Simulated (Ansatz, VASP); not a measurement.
**Ag3F: VASP beside Ansatz**

```
Ag F
1.0
     0.00000    3.21609    3.21609
     3.21609    0.00000    3.21609
     3.21609    3.21609    0.00000
Ag F
3 1
Direct
  0.25000 0.25000 0.25000
  0.75000 0.75000 0.75000
  0.50000 0.50000 0.50000
  0.00000 0.00000 0.00000
```

The cell was built by a generator and needn't be a form met in nature.

Alike in both runs: task relaxation of cell and atoms; functional BLYP; dispersion D4; k mesh 5 × 5 × 5; occupations fermi-dirac, width 0.05 eV; no spin polarisation.

```csv
,VASP,Ansatz
version,VASP 6.6.1,Ansatz 0.2.0
potentials or method,"VASP PAW PBE potentials, release 64 (Ag, F)",Ansatz PAW
plane-wave cutoff (eV),600,420
valence electrons in the cell,40,64
```

|  | VASP | Ansatz | Ansatz less VASP |
| --- | --- | --- | --- |
| gap on the k mesh at the Fermi level, each at its own relaxed structure (eV) | none | none | - |
| relaxed volume (Å³/atom) | 16.23 | 16.23 | -0.002 |
| relaxed cell length with the largest relative difference (Å) | 4.511 | 4.511 | -0.0002 |
| energy change over the relaxation (meV/atom) | -3 | -3 | -0.1 |

A gap of «none» marks a metal or a gap that the smearing closes. The two sets of potentials don't hold the same shells in valence.

Caveats: pairwise dispersion overbinds metals, which lowers pressure and volume; the PAW data sets were made with another functional, which shifts forces and pressure a little (VASP); the plane-wave basis is chosen anew once the cell has moved, so the energies of steps on either side of that aren't comparable (Ansatz); the PAW data sets come from PBE, with cores solved anew for the run's functional, which leaves a small shift of forces and pressure (Ansatz).
